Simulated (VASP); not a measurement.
Runs of VASP 6.6.1 on Cl2. The cell holds a molecule in a box, 2 atoms: a = 10.000 Å, b = 10.500 Å, c = 11.000 Å, α = 90.00°, β = 90.00°, γ = 90.00°. 

| level | potentials or basis | cutoff (eV) | smearing | gap on the mesh (eV) |
| --- | --- | --- | --- | --- |
| r2SCAN | VASP PAW PBE potentials, release 64 (Cl) | 520 | gaussian 0.02 eV | (a) |
| PBEsol | VASP PAW PBE potentials, release 64 (Cl) | 520 | gaussian 0.02 eV | 3.12 |
| PBEsol | VASP PAW PBE potentials, release 64 (Cl) | 520 | gaussian 0.5 eV | 3.12 |
| PBEsol | VASP PAW PBE potentials, release 64 (Cl_h) | 900 | gaussian 0.02 eV | 3.11 |
| PBEsol | VASP PAW PBE potentials, release 64 (Cl) | 700 | gaussian 0.02 eV | 3.12 |

Alike in all rows: task single point; no spin polarisation; cell as given; k mesh 1 × 1 × 1.

Question: Fill in the values left out.

Answer: (a) 3.55.

